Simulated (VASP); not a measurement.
Here is a VASP 6.6.1 calculation.

Contents of INCAR:

```
ALGO = Normal
EDIFF = 1E-7
ENCUT = 520
GGA = PE
ISIF = 2
ISMEAR = -1
LASPH = T
LCHARG = F
LREAL = F
LWAVE = F
NBANDS = 26
NELM = 100
PREC = Accurate
SIGMA = 0.05
```

Contents of KPOINTS:

```
k-points
0
Gamma
  5 5 8
```

Contents of POSCAR:

```
KCa2Br
1.0
    5.8894481600      0.0000000000      0.0000000000
    0.0000000000      5.8894481600      0.0000000000
    0.0000000000      0.0000000000      3.4916730900
K Ca Br
1 2 1
Direct
    0.5000000000      0.5000000000      0.5000000000
    0.5000000000      0.0000000000      0.5000000000
    0.0000000000      0.5000000000      0.5000000000
    0.0000000000      0.0000000000      0.0000000000
```

Potentials or basis: VASP PAW PBE potentials, release 64 (K_sv, Ca_sv, Br).

Run with:

```sh
$ cat potpaw_PBE.64/K_sv/POTCAR potpaw_PBE.64/Ca_sv/POTCAR potpaw_PBE.64/Br/POTCAR > POTCAR
$ mpirun -np 1 vasp_std > vasp.out
```

(1) What does it give for the band gap on the k mesh?

(2) Predict the pressure.

## Answers

(1) none (metal or under the smearing width).

(2) 5.9 GPa.
